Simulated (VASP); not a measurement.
Ba2Re:

```
Ba Re
1.0
     5.34370    0.00000    0.00000
    -2.67185    4.62778    0.00000
     0.00000    0.00000    3.52730
Ba Re
2 1
Direct
  0.66667 0.33333 0.73854
  0.33333 0.66667 0.26146
  0.00000 0.00000 0.00000
```

The cell was built by a generator and needn't be a form met in nature.

* Program: VASP 6.6.1
* Task: relaxation of cell and atoms
* Functional: LDA
* Potentials or basis: VASP PAW LDA potentials, release 64 (Ba_sv, Re)
* Cutoff: 600 eV
* k mesh: 5 × 5 × 6
* Occupations: fermi-dirac, width 0.05 eV
* Spin: no spin polarisation

At the start: pressure -3.1 GPa; volume 29.08 Å³/atom.

Problem. Where does the relaxation end?

Solution. Over 9 steps the energy falls by 21.2 meV/atom and the volume is 26.99 Å³/atom (-7.2 %); space group P-3m1 (No. 164, to 0.05 Å).

The path:
| step | energy change (eV) | largest force (eV/Å) | pressure (GPa) | volume (Å³) |
| --- | --- | --- | --- | --- |
| 1 | 0.0000 | 0.0008 | -3.09 | 87.23 |
| 2 | -0.0541 | 0.0620 | 0.92 | 80.33 |
| 3 | -0.0582 | 0.0479 | -0.03 | 81.66 |
| 4 | -0.0607 | 0.0344 | -0.01 | 81.44 |
| 5 | -0.0636 | 0.0055 | 0.06 | 80.92 |
| 6 | -0.0636 | 0.0001 | 0.09 | 80.83 |
| 7 | -0.0636 | 0.0012 | 0.08 | 80.84 |
| 8 | -0.0636 | 0.0008 | -0.09 | 81.08 |
| 9 | -0.0637 | 0.0002 | 0.00 | 80.96 |

Final structure:
```
CELL_PARAMETERS angstrom
5.25517 0.00003 0.00001
-2.62756 4.55113 -0.00001
0.00001 -0.00001 3.38501
ATOMIC_POSITIONS crystal
Ba 0.66667 0.33333 0.73621
Ba 0.33333 0.66667 0.26379
Re 0.00000 0.00000 0.00000
```
